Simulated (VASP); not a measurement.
Method: r2SCAN meta-GGA, VASP's PBE PAW potentials (set 64) (plane waves; VASP 6.6.1).

The input files of a VASP run:

INCAR:
```
ALGO=Normal
EDIFF=1E-8
EDIFFG=-0.001
ENCUT=520
IBRION=1
ISIF=2
ISMEAR=0
LASPH=.True.
LCHARG=.False.
LMAXMIX=4
LMIXTAU=.True.
LREAL=.False.
LWAVE=.False.
METAGGA=R2SCAN
NELM=100
NSW=30
PREC=Accurate
SIGMA=0.05
SYSTEM=SnO
```

File KPOINTS:
```
Automatic mesh
0
Gamma
5 5 4
0 0 0
```

POSCAR:
```
SnO
1
    3.8124596542     0.0000000000     0.0000000000
    0.0000000000     3.8124596542     0.0000000000
    0.0000000000     0.0000000000     4.8956549610
Sn O
2 2
Direct
  0.5000000000   0.0000000000   0.7646402455
  0.0000000000   0.5000000000   0.2353597545
  0.5000000000   0.5000000000   0.0000000000
  0.0000000000   0.0000000000   0.0000000000
```

POTCAR, in this order: Sn_d O (PBE.64 set). Program: vasp_std.

Q: What will the output report for the number of irreducible k-points (NKPTS), largest plane-wave count, number of space-group operations, FFT grid (NGX, NGY, NGZ)?

A: 
```yaml
number of irreducible k-points (NKPTS): 18
largest_plane_wave_count: 1924
number_of_space_group_operations: 16
FFT grid (NGX, NGY, NGZ): 28 × 28 × 36
```

The compound is SnO in the litharge structure. This run relaxes the ions in a fixed cell. Symmetry was kept, so distortions that lower it aren't found. The start is the result of an earlier pass.
